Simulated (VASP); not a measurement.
# PC2 (P6_3/mmc) in VASP: a series of runs

The runs below take PC2 through single point, relaxation of cell and atoms, with PBE.

Program: VASP 6.6.1. These are calculated values, not measurements. Logs are shortened: lines on timing, memory, paths and dates and some standing lists are left out, and cuts for length are marked.

### Step 1. The structure

Symmetry: P6_3/mmc, No. 194, hexagonal system. Conventional cell: a = 2.852 Å, b = 2.852 Å, c = 7.029 Å, α = 90.00°, β = 90.00°, γ = 120.00°. P (site symmetry -3m) is surrounded by 6 C at 1.95 Å. C (site symmetry 3m) has 1 C at 1.42 Å as nearest neighbours.

The cell was built by a generator and needn't be a form met in nature.

### Step 2. Single point, PBE

INCAR reads:

```
SYSTEM = PC2
PREC     = Accurate       ! precision mode
ENCUT    = 520            ! plane-wave cutoff, eV
EDIFF    = 1E-7           ! SCF threshold, eV
ISMEAR   = 0              ! smearing method
SIGMA    = 0.1            ! smearing width, eV
LREAL    = .FALSE.        ! projectors in reciprocal space
LASPH    = .TRUE.         ! aspherical terms in the spheres
NELM     = 80             ! most SCF steps
ALGO     = Normal         ! electronic algorithm
ISIF     = 2              ! what is computed and relaxed
LWAVE    = .FALSE.        ! write WAVECAR
LCHARG   = .TRUE.         ! write CHGCAR
GGA      = PE             ! functional
LELF     = .TRUE.         ! ELF
LVHAR    = .TRUE.       
NBANDS   = 22             ! bands
```

KPOINTS reads:

```
Automatic mesh
0
G
  15 15 6
  0 0 0
```

POSCAR reads:

```
PC2
1.0
    2.8524374400      0.0000000000      0.0000000000
   -1.4262187200      2.4702832857      0.0000000000
    0.0000000000      0.0000000000      7.0289546396
P C
2 4
Direct
    0.0000000000      0.0000000000      0.5000000000
    0.0000000000      0.0000000000      0.0000000000
    0.6666666667      0.3333333333      0.3508196202
    0.3333333333      0.6666666667      0.6491803798
    0.3333333333      0.6666666667      0.8508196202
    0.6666666667      0.3333333333      0.1491803798
```

Potentials or basis: VASP PAW PBE potentials, release 64 (P, C).

Command:

```sh
$ cat potpaw_PBE.64/P/POTCAR potpaw_PBE.64/C/POTCAR > POTCAR
$ mpirun -np 1 vasp_std > vasp.out
```

OUTCAR:

```text
SYSTEM = PC2
   PREC = Accurate
   ENCUT = 520
   EDIFF = 1E-7
   ISMEAR = 0
   LREAL = .FALSE.
   LASPH = .TRUE.
   NELM = 80
   ISIF = 2
   GGA = PE

 ion  position               nearest neighbor table
   1  0.000  0.000  0.500-   3 1.95   4 1.95   4 1.95   3 1.95   3 1.95   4 1.95
   2  0.000  0.000  0.000-   5 1.95   6 1.95   5 1.95   6 1.95   6 1.95   5 1.95
   3  0.667  0.333  0.351-   6 1.42   1 1.95   1 1.95   1 1.95
   4  0.333  0.667  0.649-   5 1.42   1 1.95   1 1.95   1 1.95
   5  0.333  0.667  0.851-   4 1.42   2 1.95   2 1.95   2 1.95
   6  0.667  0.333  0.149-   3 1.42   2 1.95   2 1.95   2 1.95

  LATTYP: Found a hexagonal cell.
 ALAT       =     2.8524374400
 C/A-ratio  =     2.4641923925

  Lattice vectors:

 A1 = (   2.8524374400,   0.0000000000,   0.0000000000)
 A2 = (  -1.4262187200,   2.4702832857,   0.0000000000)
 A3 = (   0.0000000000,   0.0000000000,   7.0289546396)

Analysis of symmetry for initial positions (statically):
=====================================================================
 Subroutine PRICEL returns:
 Original cell was already a primitive cell.

 Routine SETGRP: Setting up the symmetry group for a
 hexagonal supercell.

 Subroutine GETGRP returns: Found 24 space group operations
 (whereof 12 operations were pure point group operations)
 out of a pool of 24 trial point group operations.

The static configuration has the point symmetry D_3d.
 The point group associated with its full space group is D_6h.

Analysis of symmetry for dynamics (positions and initial velocities):
=====================================================================
 Subroutine PRICEL returns:
 Original cell was already a primitive cell.

 Routine SETGRP: Setting up the symmetry group for a
 hexagonal supercell.

 Subroutine GETGRP returns: Found 24 space group operations
 (whereof 12 operations were pure point group operations)
 out of a pool of 24 trial point group operations.

The dynamic configuration has the point symmetry D_3d.
 The point group associated with its full space group is D_6h.

 Subroutine INISYM returns: Found 24 space group operations
 (whereof 12 operations are pure point group operations),
 and found     1 'primitive' translations

----------------------------------------------------------------------------------------

                                     Primitive cell

  volume of cell :      49.5283

  direct lattice vectors                    reciprocal lattice vectors
     2.852437440  0.000000000  0.000000000     0.350577364  0.202405936  0.000000000
    -1.426218720  2.470283286  0.000000000     0.000000000  0.404811871  0.000000000
     0.000000000  0.000000000  7.028954640     0.000000000  0.000000000  0.142268666

  length of vectors
     2.852437440  2.852437440  7.028954640     0.404811871  0.404811871  0.142268666

  position of ions in fractional coordinates (direct lattice)
     0.000000000  0.000000000  0.500000000
     0.000000000  0.000000000  0.000000000
     0.666666667  0.333333333  0.350819620
     0.333333333  0.666666667  0.649180380
     0.333333333  0.666666667  0.850819620
     0.666666667  0.333333333  0.149180380

  ion indices of the primitive-cell ions
   primitive index   ion index
                 1           1
                 2           2
                 3           3
                 4           4
                 5           5
                 6           6

----------------------------------------------------------------------------------------

 KPOINTS: Automatic mesh

Automatic generation of k-mesh.
 Grid dimensions read from file:
 generate k-points for:   15   15    6

 Generating k-lattice:

  Cartesian coordinates                     Fractional coordinates (reciprocal lattice)
     0.023371824  0.013493729  0.000000000     0.066666667  0.000000000  0.000000000
     0.000000000  0.026987458  0.000000000     0.000000000  0.066666667  0.000000000
     0.000000000  0.000000000  0.023711444     0.000000000  0.000000000  0.166666667

  Length of vectors
     0.026987458  0.026987458  0.023711444

  Shift w.r.t. Gamma in fractional coordinates (k-lattice)
     0.000000000  0.000000000  0.000000000

 Subroutine IBZKPT returns following result:
 ===========================================

 Found    108 irreducible k-points:

 Following reciprocal coordinates:
            Coordinates               Weight
  0.000000  0.000000  0.000000      1.000000
  0.066667 -0.000000  0.000000      6.000000
  0.133333 -0.000000  0.000000      6.000000
  0.200000  0.000000  0.000000      6.000000
  0.266667 -0.000000  0.000000      6.000000
  0.333333 -0.000000  0.000000      6.000000
[... 16 lines left out ...]
  0.333333  0.200000  0.000000     12.000000
  0.400000  0.200000  0.000000      6.000000
 [... further k-points ...]
   k-points           NKPTS =    108   k-points in BZ     NKDIM =    108   number of bands    NBANDS=     22
   number of dos      NEDOS =    301   number of ions     NIONS =      6
   total plane-waves  NPLWV =  31104
   dimension x,y,z NGX =    24 NGY =   24 NGZ =   54
   dimension x,y,z NGXF=    48 NGYF=   48 NGZF=  108
   ions per type =               2   4
   NGX,Y,Z   is equivalent  to a cutoff of  13.99, 13.99, 12.77 a.u.
   NGXF,Y,Z  is equivalent  to a cutoff of  27.98, 27.98, 25.54 a.u.
 SYSTEM =  PC2
   PREC   = accura    normal or accurate (medium, high low for compatibility)
   ISTART =      0    job   : 0-new  1-cont  2-samecut
   ICHARG =      2    charge: 1-file 2-atom 10-const
   ISPIN  =      1    spin polarized calculation?
   LNONCOLLINEAR =      F non collinear calculations
   LSORBIT =      F    spin-orbit coupling
   LASPH  =      T    aspherical Exc in radial PAW
   ENCUT  =  520.0 eV  38.22 Ry    6.18 a.u.   5.30  5.30 13.07*2*pi/ulx,y,z
   NELM   =     80;   NELMIN=  2; NELMDL= -5     # of ELM steps
   EDIFF  = 0.1E-06   stopping-criterion for ELM
   LREAL  =      F    real-space projection
   EDIFFG = 0.1E-05   stopping-criterion for IOM
   NSW    =      0    number of steps for IOM
   IBRION =     -1    ionic relax: 0-MD 1-quasi-New 2-CG
   NFREE  =      0    steps in history (QN), initial steepest desc. (CG)
   ISIF   =      2    stress and relaxation
   ISYM   =      2    0-nonsym 1-usesym 2-fastsym
   POTIM  = 0.5000    time-step for ionic-motion
   TEBEG  =    0.0;   TEEND  =   0.0 temperature during run
   PSTRESS=    0.0 pullay stress
   NELECT =      26.0000    total number of electrons
   NUPDOWN=      -1.0000    fix difference up-down
   EMIN   =  10.00;   EMAX   =-10.00  energy-range for DOS
   EFERMI =   0.00;   METHOD = LEGACY
   ISMEAR =     0;   SIGMA  =   0.10  broadening in eV -4-tet -1-fermi 0-gaus
   EFERMI_NEDOS =   21; number of points for ismear=-14 and -15
   IALGO  =     38    algorithm
   IMIX   =      4    mixing-type and parameters
     AMIX     =   0.40;   BMIX     =  1.00
     AMIX_MAG =   1.60;   BMIX_MAG =  1.00
  volume/ion in A,a.u.               =       8.25        55.71
  Fermi-wavevector in a.u.,A,eV,Ry     =   1.320631  2.495630 23.729453  1.744066
  Thomas-Fermi vector in A             =   2.450443
   LORBIT       =      0    0 simple, 1 ext, 2 COOP (PROOUT), +10 PAW based schemes
   GGA     = PE    functional components
   LHFCALC =     F    Hartree Fock is set to
   AEXX    =    0.0000 exact exchange contribution
   IVDW    =     0    specifies the selected vdW correction
   LEPSILON=     F    determine dielectric tensor
   LRPA    =     F    only Hartree local field effects (RPA)
 non-spin polarized calculation
 Gauss-broadening in eV      SIGMA  =   0.10
  energy-cutoff  :      520.00
  volume of cell :       49.53
 maximum number of plane-waves:      1356
 NGX is ok and might be reduce to    24
   NGX = 11   NGY = 11   NGZ = 27

 number of electron      26.0000000 magnetization

 Free energy of the ion-electron system (eV)
  ---------------------------------------------------
  ext. energy  EPLUGINS =         0.00000000
  ---------------------------------------------------
  free energy    TOTEN  =       -43.16137334 eV

  energy without entropy =      -43.15417971  energy(sigma->0) =      -43.15777652

 E-fermi :  10.0971     XC(G=0): -12.3418

 val. band max:       10.0939201685   @ k =   0.1333  -0.0000   0.3333
 cond. band min:      10.1670568671   @ k =   0.1333  -0.0000   0.3333
 fundamental gap:      0.0731366986
 Fermi energy:        10.0970739750

 k-point     1 :       0.0000    0.0000    0.0000
  band No.  band energies     occupation
      1      -9.4506      2.00000
      2      -7.6840      2.00000
      3      -6.0982      2.00000
      4      -0.4982      2.00000
      5       0.6210      2.00000
      6       6.5348      2.00000
[... 14 lines left out ...]
     21      17.2684      0.00000
     22      18.7473      0.00000

 k-point     2 :       0.0667   -0.0000    0.0000
  band No.  band energies     occupation
      1      -9.3592      2.00000
      2      -7.5873      2.00000
      3      -6.0270      2.00000
      4      -0.4557      2.00000
      5       0.6888      2.00000
      6       6.4391      2.00000
[... 14 lines left out ...]
     21      17.3441      0.00000
     22      18.7699      0.00000

 k-point     3 :       0.1333   -0.0000    0.0000
  band No.  band energies     occupation
      1      -9.0859      2.00000
      2      -7.2976      2.00000
      3      -5.8171      2.00000
      4      -0.3399      2.00000
      5       0.8851      2.00000
      6       5.5230      2.00000
[... 14 lines left out ...]
     21      18.0255      0.00000
     22      19.1138      0.00000
[... 476 lines left out ...]
 k-point    23 :       0.3333    0.2000    0.0000
  band No.  band energies     occupation
      1      -5.3326      2.00000
      2      -4.0083      2.00000
      3      -3.0582      2.00000
      4      -1.4870      2.00000
      5      -0.4066      2.00000
      6       0.8016      2.00000
[... 14 lines left out ...]
     21      20.4503      0.00000
     22      20.4793      0.00000

 k-point    24 :       0.4000    0.2000    0.0000
  band No.  band energies     occupation
      1      -4.6096      2.00000
      2      -4.3398      2.00000
      3      -1.8718      2.00000
      4      -1.7837      2.00000
      5      -1.7113      2.00000
      6       0.6734      2.00000
[... 14 lines left out ...]
     21      20.2925      0.00000
     22      20.4809      0.00000

 [... further k-points ...]
[... 5 lines left out ...]
  --------------------------------------------------------------------------------------
  -------------------------------------------------------------------------------------
  Total       -0.1281221     -0.1281221      0.0153807      0.0000000      0.0000000     -0.0000000
  in kB       -4.1445844     -4.1445844      0.4975450      0.0000000      0.0000000     -0.0000000
  external PRESSURE =      -2.5972079 kB  Pullay stress =       0.0000000 kB

 VOLUME and BASIS-vectors are now :
 -----------------------------------------------------------------------------
  energy-cutoff  :      520.00
  volume of cell :       49.53
      direct lattice vectors                 reciprocal lattice vectors
     2.852437440  0.000000000  0.000000000     0.350577364  0.202405936  0.000000000
    -1.426218720  2.470283286  0.000000000     0.000000000  0.404811871  0.000000000
     0.000000000  0.000000000  7.028954640     0.000000000  0.000000000  0.142268666

 POSITION                                       TOTAL-FORCE (eV/Angst)
 -----------------------------------------------------------------------------------
      0.00000      0.00000      3.51448        -0.000000      0.000000      0.000000
      0.00000      0.00000      0.00000        -0.000000      0.000000      0.000000
      1.42622      0.82343      2.46590        -0.000000      0.000000      0.068359
     -0.00000      1.64686      4.56306         0.000000      0.000000     -0.068359
     -0.00000      1.64686      5.98037         0.000000     -0.000000      0.068359
      1.42622      0.82343      1.04858        -0.000000      0.000000     -0.068359
 -----------------------------------------------------------------------------------
    total drift:                               -0.000000      0.000000      0.000000

  FREE ENERGIE OF THE ION-ELECTRON SYSTEM (eV)
  ---------------------------------------------------
  free  energy   TOTEN  =       -43.1613733368 eV

  energy  without entropy=      -43.1541797053  energy(sigma->0) =      -43.15777652
```

Run time: 54 s. Hardware: 1 thread of Intel Xeon 6975P-C (Granite Rapids), shared host; peak memory 0.23 GiB.

What came out:

```yaml
Free_energy: -43.1614 eV
Pressure: -0.3 GPa
Largest_force: 0.068 eV/Å
Band_gap_on_the_k_mesh: none (metal or under the smearing width)
```

Forces in eV/Å, atoms in the order of the input:
```
P    0.000  0.000  0.000
P    0.000  0.000  0.000
C    0.000  0.000  0.068
C    0.000  0.000 -0.068
C    0.000  0.000  0.068
C    0.000  0.000 -0.068
```

Levels at points of the mesh, in eV from the Fermi level:
```
           k point  band 10  band 11  band 12  band 13  band 14  band 15  band 16  band 17
(0.00, 0.00, 0.00)    -2.21     0.42     0.42     1.20     1.20     5.17     5.19     5.19
(0.00, 0.00, 0.50)    -2.21     0.71     0.71     0.71     0.71     5.26     5.26     6.47
```

### Step 3. Relaxation of cell and atoms, PBE

INCAR reads:

```
SYSTEM = PC2
PREC = Accurate
ENCUT = 600
EDIFF = 1E-6
ISMEAR = 0
SIGMA = 0.1
LREAL = .FALSE.
LASPH = .TRUE.
NELM = 60
ALGO = Normal
ISIF = 3
LWAVE = .FALSE.
LCHARG = .FALSE.
GGA = PE
IBRION = 2
NSW = 100
EDIFFG = -0.01
```

KPOINTS is that of step 2.

POSCAR reads:

```
PC2
1.0
    2.8516016523      0.0000000000      0.0000000000
   -1.4258008261      2.4695594723      0.0000000000
    0.0000000000      0.0000000000      7.0327964061
P C
2 4
Direct
    0.0000000000      0.0000000000      0.5000000000
    0.0000000000      0.0000000000      0.0000000000
    0.6666666667      0.3333333333      0.3508700061
    0.3333333333      0.6666666667      0.6491299939
    0.3333333333      0.6666666667      0.8508700061
    0.6666666667      0.3333333333      0.1491299939
```

Potentials or basis: VASP PAW PBE potentials, release 64 (P, C).

Command:

```sh
$ cat potpaw_PBE.64/P/POTCAR potpaw_PBE.64/C/POTCAR > POTCAR
$ mpirun -np 1 vasp_std > vasp.out
```

Wall time 62 s (1 thread of Intel Xeon 6975P-C (Granite Rapids), shared host); peak memory 0.24 GiB.

It converged, with:

- Free energy: -43.1685 eV
- Relaxed volume: 8.24 Å³/atom
- Relaxed cell: a = 2.850 Å, b = 2.850 Å, c = 7.025 Å, α = 90.00°, β = 90.00°, γ = 120.00°
- Space group after relaxing (to 0.05 Å): P6_3/mmc (No. 194)
- Energy gained by relaxing: 0.0 meV/atom
- Ionic steps: 3
- Pressure after relaxing: 0.0 GPa
- Largest force after relaxing: 0.006 eV/Å
- Band gap on the k mesh: none (metal or under the smearing width)

Forces in eV/Å, atoms in the order of the input:
```
P    0.000  0.000  0.000
P    0.000  0.000  0.000
C    0.000  0.000  0.006
C    0.000  0.000 -0.006
C    0.000  0.000  0.006
C    0.000  0.000 -0.006
```

Stress tensor (GPa, compression positive):
```
-0.07  0.00  0.00
 0.00 -0.07  0.00
 0.00  0.00  0.13
```

Step by step:
| step | energy change (eV) | largest force (eV/Å) | pressure (GPa) | volume (Å³) |
| --- | --- | --- | --- | --- |
| 1 | 0.0000 | 0.0222 | -0.62 | 49.53 |
| 2 | 0.0001 | 0.0111 | 0.66 | 49.30 |
| 3 | -0.0003 | 0.0064 | 0.00 | 49.42 |

Final structure:
```
P C
1.0
     2.85004    0.00000    0.00000
    -1.42502    2.46821    0.00000
     0.00000    0.00000    7.02515
P C
2 4
Direct
  0.00000 0.00000 0.50000
  0.00000 0.00000 0.00000
  0.66667 0.33333 0.35094
  0.33333 0.66667 0.64906
  0.33333 0.66667 0.85094
  0.66667 0.33333 0.14906
```

Levels at points of the mesh, in eV from the Fermi level:
```csv
k point,band 9,band 10,band 11,band 12,band 13,band 14,band 15,band 16,band 17
"(0.00, 0.00, 0.00)",-2.20,-2.20,0.43,0.43,1.20,1.20,5.20,5.21,5.22
"(0.00, 0.00, 0.50)",-2.20,-2.20,0.71,0.71,0.71,0.71,5.29,5.29,6.49
```

### Step 4. Single point, PBE

This run uses another cell than the first one, of 7.70 Å³/atom, 0.933 times its volume.

INCAR reads:

```
  PREC = Accurate
  ENCUT = 520
  EDIFF = 1E-6
  ISMEAR = 0
  SIGMA = 0.1
  LREAL = False
  LASPH = True
  NELM = 60
  ALGO = Normal
  ISIF = 2
  LWAVE = False
  LCHARG = False
  GGA = PE
  NBANDS = 22
```

KPOINTS reads:

```
Automatic mesh
0
Gamma
  9 9 4
```

POSCAR reads:

```
PC2
1.0
    2.7576859400      0.0000000000      0.0000000000
   -1.3788429700      2.3882260800      0.0000000000
    0.0000000000      0.0000000000      7.0193396500
P C
2 4
Direct
    0.0000000000      0.0000000000      0.5000000000
    0.0000000000      0.0000000000      0.0000000000
    0.6666666700      0.3333333300      0.3797952800
    0.3333333300      0.6666666700      0.6202047200
    0.3333333300      0.6666666700      0.8797952800
    0.6666666700      0.3333333300      0.1202047200
```

Command:

```sh
$ cat potpaw_PBE.64/P/POTCAR potpaw_PBE.64/C/POTCAR > POTCAR
$ mpirun -np 1 vasp_std > vasp.out
```

Run time: 16 s. Hardware: 1 thread of Intel Xeon 6975P-C (Granite Rapids), shared host; peak memory 0.18 GiB.

It converged, with:

- Free energy: -38.4146 eV
- Pressure: 44.3 GPa
- Largest force: 8.481 eV/Å
- Band gap on the k mesh: none (metal or under the smearing width)

Forces on the atoms (eV/Å):
```
P    0.000  0.000  0.000
P    0.000  0.000  0.000
C    0.000  0.000 -8.481
C    0.000  0.000  8.481
C    0.000  0.000 -8.481
C    0.000  0.000  8.481
```

Stress tensor (GPa, compression positive):
```
60.30  0.00  0.00
 0.00 60.30  0.00
 0.00  0.00 12.43
```

Levels at points of the mesh, in eV from the Fermi level:
| k point | band 11 | band 12 | band 13 | band 14 | band 15 | band 16 |
| --- | --- | --- | --- | --- | --- | --- |
| (0.00, 0.00, 0.00) | -0.73 | -0.47 | -0.47 | -0.17 | 3.37 | 5.33 |
| (0.00, 0.00, 0.50) | -0.59 | -0.59 | -0.59 | -0.59 | 4.92 | 4.92 |

Caveat: a pressure of tens of GPa on the cell as given is suspect, and the run, the potentials or the cell itself is likely at fault; forces of over 1 eV/Å show positions far from the minimum, so gaps and moduli don't describe the material at rest.

(Part 1 of 2 ends here.)
